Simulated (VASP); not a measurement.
# BiTe under changes of volume

One of the cells (31.870 Å³/atom); the others are scaled copies at fixed shape and fractional positions:

```xyz
2
Lattice="2.4106 1.3918 3.1664 -2.4106 1.3918 3.1664 0.0000 -2.7835 3.1664" Properties=species:S:1:pos:R:3 pbc="T T T"
Bi    0.0000    0.0000    4.7496
Te    0.0000    0.0000    0.0000
```

The cell comes from a database or a generator and needn't be the stable form of this composition.

```yaml
Program: VASP 6.6.1
Functional: PBE
Dispersion: D3(BJ)
Potentials_or_basis: VASP PAW PBE potentials, release 64 (Bi_d, Te)
Cutoff: 520 eV
k_mesh: 6 × 6 × 6
Occupations: fermi-dirac, width 0.05 eV
Spin: no spin polarisation
```

```tsv
volume (Å³/atom)	energy over the lowest point (meV/atom)	pressure (GPa)
30.595	?	?
31.233	2.35	1.2
31.870	0.00	0.0
32.507	2.07	-1.1
33.145	8.09	-2.0
```

Task: What does the run at 30.595 Å³/atom give?

Result: Energy over the lowest point 9.68 meV/atom; pressure 2.5 GPa.

Worked out: A Birch-Murnaghan fit of order 2 (a polynomial in V^(-2/3)) to the other rows has its minimum at 31.88 Å³/atom with B0 = V·E''(V) = 55 GPa at fixed shape and positions, which overstates the stiffness. It gives 9.55 meV/atom at 30.595 Å³/atom, against the run's 9.68, and -dE/dV = 2.5 GPa, against 2.5.

Energies are extrapolated to zero smearing.

Caveats: pairwise dispersion overbinds metals, which lowers pressure and volume.
